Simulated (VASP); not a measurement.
An input for Ansatz (written as the equivalent of a VASP run, and not itself run):

Ansatz 0.2 input:
```yaml
crystal:
  lattice:
    - [2.8300000, 0.0000000, 0.0000000]
    - [0.0000000, 2.8300000, 0.0000000]
    - [0.0000000, 0.0000000, 4.0700000]
  atoms:
    - { symbol: Ti, position: [0.0000000, 0.0000000, 0.0000000] }
    - { symbol: Al, position: [0.5000000, 0.5000000, 0.5000000] }
kpoints:
  mp_grid: { grid: [12, 12, 8] }
hamiltonian:
  xc: revpbe
  pseudopotentials: { kind: paw }
scf:
  occupations: { method: methfessel_paxton, width: 0.1 }
  max_iter: 100
relax:
  max_steps: 60
  f_tol: 0.01
  cell: {}
output: { forces: true, stress: true, eigenvalues: true }
```

Problem. Write the VASP files for the same calculation (revPBE).

Solution. This is not unique; one that fits is 
INCAR:
```
ALGO  =  Normal
EDIFF  =  1E-6
EDIFFG  =  -0.01
ENCUT  =  520
GGA  =  RE
IBRION  =  2
ISIF  =  3
ISMEAR  =  1
LASPH  =  T
LCHARG  =  F
LMAXMIX  =  4
LREAL  =  F
LWAVE  =  F
NELM  =  100
NSW  =  60
PREC  =  Accurate
SIGMA  =  0.1
SYSTEM  =  TiAl
```

File KPOINTS:
```
Automatic mesh
0
Gamma
12 12 8
0 0 0
```

### POSCAR
```
TiAl
1.0
  2.8300000000   0.0000000000   0.0000000000
  0.0000000000   2.8300000000   0.0000000000
  0.0000000000   0.0000000000   4.0700000000
Ti Al
1 1
Cart
  0.0000000000   0.0000000000   0.0000000000
  1.4150000000   1.4150000000   2.0350000000
```

POTCAR, in this order: Ti_sv Al (PBE.64 set). Program: vasp_std.

Limits of the translation: each code has its own PAW files, so the cut-off isn't converted (ENCUT is set for VASP's; basis.ecutwfc is left out, and Ansatz then takes the one that its files recommend); Ansatz stops its SCF on the density residual and VASP on the energy change (EDIFF).

The compound is TiAl in the L1_0 structure. This run relaxes it. Symmetry was kept, so distortions that lower it aren't found.
